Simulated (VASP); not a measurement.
Energy against volume of GaN (zinc blende). These are PBE GGA, VASP's PBE PAW potentials (set 64) (plane waves; VASP 6.6.1) values and carry that method's errors. Run with 520 eV cut-off, 10×10×10 Γ-centred mesh, Gaussian smearing of 0.050 eV, potentials Ga_d N.

| V (Å³/atom) | E (eV/atom) |
|---|---|
| 11.069 | -6.05171 |
| 11.422 | -6.07088 |
| 11.776 | -6.07678 |
| 12.129 | -6.07144 |

### Question
Fit these four points and predict the energy of the run at 12.482 Å³/atom.

### Answer
A cubic in V^(−2/3), the third-order Birch-Murnaghan form, passes through the four points with V0 = 11.77 Å³/atom and B0 = 169 GPa, and gives -6.0566 eV/atom there. The run gave -6.0565 eV/atom, +0.1 meV/atom from the fit; all five points give B0 = 170 GPa.

The compound is GaN in the zinc blende structure, a metastable form; wurtzite is the usual one. It was relaxed first.
